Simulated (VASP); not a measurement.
An input for Ansatz (written as the equivalent of a VASP run, and not itself run):

Ansatz 0.2 input:
```yaml
crystal:
  lattice:
    - [1.8512410, -3.2040250, 0.0000000]
    - [1.8512410, 3.2040250, 0.0000000]
    - [0.0000000, 0.0000000, 5.8826210]
  atoms:
    - { symbol: Y, position: [0.3333330, 0.6666670, 0.2500000] }
    - { symbol: Y, position: [0.6849570, 0.3516230, 0.7500000] }
kpoints:
  mp_grid: { grid: [10, 10, 6] }
hamiltonian:
  xc: pbe
  pseudopotentials: { kind: paw }
scf:
  occupations: { method: methfessel_paxton, width: 0.1 }
  max_iter: 100
output: { forces: true, stress: true, eigenvalues: true }
```

### Question
Write the VASP files for the same calculation (PBE).

### Answer
Several could match; the one computed here: 
POSCAR:
```
Y
1
    1.8512410000    -3.2040250000     0.0000000000
    1.8512410000     3.2040250000     0.0000000000
    0.0000000000     0.0000000000     5.8826210000
Y
2
Direct
  0.3333330000   0.6666670000   0.2500000000
  0.6849570000   0.3516230000   0.7500000000
```

**KPOINTS**
```
K-points
0
gamma
 10 10 6
0 0 0
```

**INCAR**
```
SYSTEM = Y
PREC = Accurate
ENCUT = 400
EDIFF = 1E-6
NELM = 100
ALGO = Normal
LREAL = .FALSE.
LASPH = .TRUE.
ISMEAR = 1
SIGMA = 0.1
GGA = PE
LMAXMIX = 4
LWAVE = .FALSE.
LCHARG = .FALSE.
ISIF = 2
NBANDS = 12
```

POTCAR, in this order: Y_sv (PBE.64 set). Program: vasp_std.

What does not carry over: each code has its own PAW files, so the cut-off isn't converted (ENCUT is set for VASP's; basis.ecutwfc is left out, and Ansatz then takes the one that its files recommend); Ansatz stops its SCF on the density residual and VASP on the energy change (EDIFF); the number of bands isn't carried over, since the valence differs with the files.

The compound is Y in the hcp structure. The cell was not relaxed at this level, atoms are displaced from their ideal sites. The run is one of a series of settings (NBANDS = 12 against the base run), some of them coarse on purpose.
